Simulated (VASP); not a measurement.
Input:

```xyz
3
Lattice="0.0000 3.1271 3.1271 3.1271 0.0000 3.1271 3.1271 3.1271 0.0000" Properties=species:S:1:pos:R:3 pbc="T T T"
Zr     0.0000     0.0000     0.0000
S      1.5635     1.5635     1.5635
S      4.6906     4.6906     4.6906
```

Computed with r2SCAN meta-GGA, VASP's PBE PAW potentials (set 64) (plane waves; VASP 6.6.1). Settings: 400 eV cut-off, 7×7×7 Γ-centred mesh, tetrahedra with Blöchl corrections, potentials Zr_sv S.

**Question.** Give the energies of bands 7 to 15 at the high-symmetry points, in eV from the valence-band maximum.

**Answer.** 
```
band      Γ      X      U      L      W
----  -----  -----  -----  -----  -----
7     -5.69  -6.78  -6.37  -4.79  -6.09
8     -5.69  -4.84  -5.05  -4.79  -5.86
9     -5.69  -4.84  -4.60  -3.77  -3.64
10    -1.11  -2.32  -3.03  -3.31  -3.64
11    -1.11  -2.32  -2.22  -3.04  -2.23
12    -1.11   0.00  -0.53  -3.04  -0.29
13     0.13   0.22   0.76   0.61   1.02
14     0.13   1.28   1.33   0.61   1.32
15     4.81   2.35   2.44   2.21   2.50
```

The gap is indirect, 0.13 eV, from the valence maximum at X to the conduction minimum at Γ.

The structure was generated: ZrS2 was put into the fluorite type (Fm-3m), which need not be its known phase. It was relaxed first, which changed the volume by +9 %.
